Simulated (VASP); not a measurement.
Data:

```xyz
4
Lattice="3.9248 0.0000 0.0000 0.0000 3.9248 0.0000 0.0000 0.0000 5.6582" Properties=species:S:1:pos:R:3 pbc="T T T"
Zn     3.9248     0.0000     2.8291
Cd     1.9624     1.9624     0.0000
S      1.9624     0.0000     1.5616
S      3.9248     1.9624     4.0967
```

These are PBEsol GGA, VASP's PBE PAW potentials (set 64) (plane waves; VASP) values and carry that method's errors. Numerical set-up: 400 eV cut-off, 6×6×5 Γ-centred mesh, tetrahedra with Blöchl corrections, potentials Zn Cd S.

Q: Predict the energy per atom (σ→0), band gap (on the k-mesh) with the smallest direct gap where there is one.

A: 
```json
{
 "band gap (on the k-mesh)": "1.38 eV",
 "smallest direct gap (on the k-mesh)": "1.38 eV",
 "energy per atom (σ→0)": "-3.583 eV/atom"
}
```

The structure comes from a computed database's ZnCdS2 entry (P-4m2); how it stands against other phases isn't given here. It was relaxed first.
